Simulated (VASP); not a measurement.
Computed with PBEsol GGA, VASP's PBE PAW potentials (set 64) (plane waves; VASP 6.6.1).

A VASP calculation is set up with these files.

File POSCAR:
```
NiPbF6
1.0
  2.5818690000   1.4906430000   4.8073390000
 -2.5818690000   1.4906430000   4.8073390000
  0.0000000000  -2.9812860000   4.8073390000
Ni Pb F
1 1 6
direct
  0.0000000000   0.0000000000   0.0000000000
  0.5000000000   0.5000000000   0.5000000000
  0.3932800000   0.0891200000   0.7611100000
  0.6067200000   0.9108800000   0.2388900000
  0.7611100000   0.3932800000   0.0891200000
  0.2388900000   0.6067200000   0.9108800000
  0.0891200000   0.7611100000   0.3932800000
  0.9108800000   0.2388900000   0.6067200000
```

File KPOINTS:
```
K-points
0
Gamma
3 3 3
0 0 0
```

### INCAR
```
! general
SYSTEM  = NiPbF6
PREC    = Accurate
ENCUT   = 400
LREAL   = .FALSE.   ! projection in real space or not
LASPH   = .TRUE.   ! aspherical one-centre terms

! electronic loop
EDIFF   = 1E-6   ! SCF stop (eV)
NELM    = 100   ! most electronic steps
ALGO    = Normal   ! blocked Davidson
LMAXMIX = 4   ! l cut-off of mixed one-centre charges

! smearing
ISMEAR  = -1
SIGMA   = 0.02   ! width (eV)

! functional
GGA     = PS   ! PBEsol

! spin
ISPIN   = 2   ! spin-polarised

! ions
ISIF    = 2

! output
LWAVE   = .FALSE.
LCHARG  = .FALSE.
LORBIT  = 11   ! lm-projected
```

File KPOINTS_OPT:
```
k-points along high-symmetry lines
8
Line-mode
Reciprocal
  0.000000   0.000000   0.000000 ! GAMMA
 -0.500000  -0.500000  -0.500000 ! T

 -0.500000  -0.500000  -0.500000 ! T
 -0.500000  -0.230765  -0.769235 ! H_2

 -0.230765   0.230765  -0.500000 ! H_0
  0.000000   0.000000  -0.500000 ! L

  0.000000   0.000000  -0.500000 ! L
  0.000000   0.000000   0.000000 ! GAMMA

  0.000000   0.000000   0.000000 ! GAMMA
  0.000000   0.365382  -0.365383 ! S_0

 -0.365382   0.000000  -0.634618 ! S_2
 -0.500000   0.000000  -0.500000 ! F

 -0.500000   0.000000  -0.500000 ! F
  0.000000   0.000000   0.000000 ! GAMMA
```

POTCAR, in this order: Ni Pb_d F (PBE.64 set). Program: vasp_std. The INCAR's line for the spin-polarised start is left out here.

Q: What will the output report for the number of irreducible k-points (NKPTS), largest plane-wave count, number of space-group operations, FFT grid (NGX, NGY, NGZ)?

A: 
```yaml
number of irreducible k-points (NKPTS): 6
largest_plane_wave_count: 2035
number_of_space_group_operations: 6
FFT grid (NGX, NGY, NGZ): 40 × 40 × 40
```

The structure comes from a computed database's NiPbF6 entry; how it stands against other phases isn't given here. The cell was not relaxed at this level. The k-mesh is coarse (spacing up to 0.49 per Å, 2π included), so the numbers may not be converged in it.
